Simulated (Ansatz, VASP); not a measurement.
One calculation of Mg3C, two programs

```
CELL_PARAMETERS angstrom
3.93663 0.00000 0.00000
0.00000 3.93663 0.00000
0.00000 0.00000 3.93663
ATOMIC_POSITIONS crystal
Mg 0.00000 0.50000 0.50000
Mg 0.50000 0.00000 0.50000
Mg 0.50000 0.50000 0.00000
C 0.00000 0.00000 0.00000
```

Change from the starting cell: species swapped into the Ti3Ag type (P4/mmm, No. 123).

Alike in both runs: functional PBE; k mesh 12 × 12 × 12; occupations gaussian, width 0.1 eV; no spin polarisation.

Ansatz relaxed the structure, and its values are those at the end. VASP's run is a single point on that final structure, the one shown.

|  | VASP | Ansatz |
| --- | --- | --- |
| version | VASP 6.6.1 | Ansatz 0.2.0 |
| potentials or method | VASP PAW PBE potentials, release 64 (Mg, C) | scalar-relativistic, plane waves, PAW |
| plane-wave cutoff (eV) | 520 | 420 |
| valence electrons in the cell | 10 | 34 |

```tsv
	VASP	Ansatz	Ansatz less VASP
gap on the k mesh at the Fermi level (eV)	none	none	-
pressure (GPa)	-0.2	0.0	+0.11
```

A gap of «none» marks a metal or a gap that the smearing closes. The two sets of potentials don't hold the same shells in valence.
